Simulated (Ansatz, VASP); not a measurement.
## One calculation of CsSrF3, two programs

Contents of INCAR:

```
SYSTEM = CsSrF3
  ALGO = Normal
  EDIFF = 1E-6
  ENCUT = 520
  GGA = CA
  ISIF = 2
  ISMEAR = 0
  LASPH = .True.
  LCHARG = .False.
  LREAL = .False.
  LWAVE = .False.
  NBANDS = 28
  NELM = 80
  PREC = Accurate
  SIGMA = 0.05
```

KPOINTS

```
k-points
0
Gamma
  6 6 6
  0 0 0
```

POSCAR

```
CsSrF3
1.0
    4.7812128543      0.2988258034      0.2988258034
    0.2988258034      4.7812128543      0.2988258034
    0.2988258034      0.2988258034      4.7812128543
Cs Sr F
1 1 3
Direct
    0.0000000000      0.0000000000      0.0000000000
    0.5000000000      0.5000000000      0.5000000000
    0.0000000000      0.5000000000      0.5000000000
    0.5000000000      0.0000000000      0.5000000000
    0.5000000000      0.5000000000      0.0000000000
```

Input for Ansatz:

```yaml
crystal:
  lattice:
    - [4.7812128543, 0.2988258034, 0.2988258034]
    - [0.2988258034, 4.7812128543, 0.2988258034]
    - [0.2988258034, 0.2988258034, 4.7812128543]
  atoms:
    - { symbol: Cs, position: [0.0, 0.0, 0.0] }
    - { symbol: Sr, position: [0.5, 0.5, 0.5] }
    - { symbol: F, position: [0.0, 0.5, 0.5] }
    - { symbol: F, position: [0.5, 0.0, 0.5] }
    - { symbol: F, position: [0.5, 0.5, 0.0] }
basis:
  ecutwfc: 420
kpoints:
  mp_grid: { grid: [6, 6, 6] }
hamiltonian:
  xc: lda
scf:
  occupations: { method: gaussian, width: 0.05 }
output:
  forces: true
  stress: true
  eigenvalues: true
```

Alike in both runs: task single point; functional LDA; k mesh 6 × 6 × 6; occupations gaussian, width 0.05 eV; no spin polarisation.

```csv
,VASP,Ansatz
version,VASP 6.6.1,Ansatz 0.2.0
potentials or method,"VASP PAW LDA potentials, release 64 (Cs_sv, Sr_sv, F)","scalar-relativistic, plane waves, PAW"
plane-wave cutoff (eV),520,420
valence electrons in the cell,40,40
```

Ansatz gave:

```
gap on the k mesh at the Fermi level (eV)       : 5.79
least direct gap on the mesh (eV)               : 5.80
pressure (GPa)                                  : -3.5
largest component of the traceless stress (GPa) : 1.58
```

Question: Which values does VASP return?

Answer: gap on the k mesh at the Fermi level (eV): 5.77; least direct gap on the mesh (eV): 5.78; pressure (GPa): -3.3; largest component of the traceless stress (GPa): 1.56.

Caveats: spin-orbit coupling is left out, which moves the levels of the heavy elements. Expect the measured gap to be larger: semilocal functionals such as LDA lack the derivative discontinuity. A k mesh can miss the band edges.
